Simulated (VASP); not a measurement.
The cell holds one Al (fcc) (211) slab, with vacuum along c, ions free to move until forces fall under 0.03 eV/Å, no reconstruction beyond this cell, dipole correction on.

```yaml
crystal:
  lattice:
    - [6.94885, 0.00000, 0.00000]
    - [0.00000, 2.83686, 0.00000]
    - [0.00000, 0.00000, 24.68613]
  atoms:
    - { symbol: Al, position: [0.67073, 0.25000, 0.31794] }
    - { symbol: Al, position: [0.99572, 0.75000, 0.35094] }
    - { symbol: Al, position: [0.33312, 0.25000, 0.37940] }
    - { symbol: Al, position: [0.66531, 0.75000, 0.41752] }
    - { symbol: Al, position: [0.99801, 0.25000, 0.44989] }
    - { symbol: Al, position: [0.33364, 0.75000, 0.48208] }
    - { symbol: Al, position: [0.66636, 0.25000, 0.51792] }
    - { symbol: Al, position: [0.00199, 0.75000, 0.55011] }
    - { symbol: Al, position: [0.33469, 0.25000, 0.58248] }
    - { symbol: Al, position: [0.66688, 0.75000, 0.62060] }
    - { symbol: Al, position: [0.00428, 0.25000, 0.64906] }
    - { symbol: Al, position: [0.32927, 0.75000, 0.68206] }
```

Computed with PBEsol GGA, VASP's PBE PAW potentials (set 64) (plane waves; VASP). Settings: 400 eV cut-off, 4×10×1 Γ-centred mesh, first-order Methfessel-Paxton smearing of 0.10 eV, potentials Al.

Slab and bulk use different k-meshes, so the surface energy is good to a few per cent at best.

Q: Predict its surface energy, work function, band gap (on the k-mesh).

A: 
| Item | Result |
|---|---|
| surface energy | 1.09 J/m² |
| work function | 4.23 eV |
| band gap (on the k-mesh) | none (metal, semimetal or under 0.01 eV) |

The cell is a thin slab with vacuum, built from Al (fcc): (211) face.
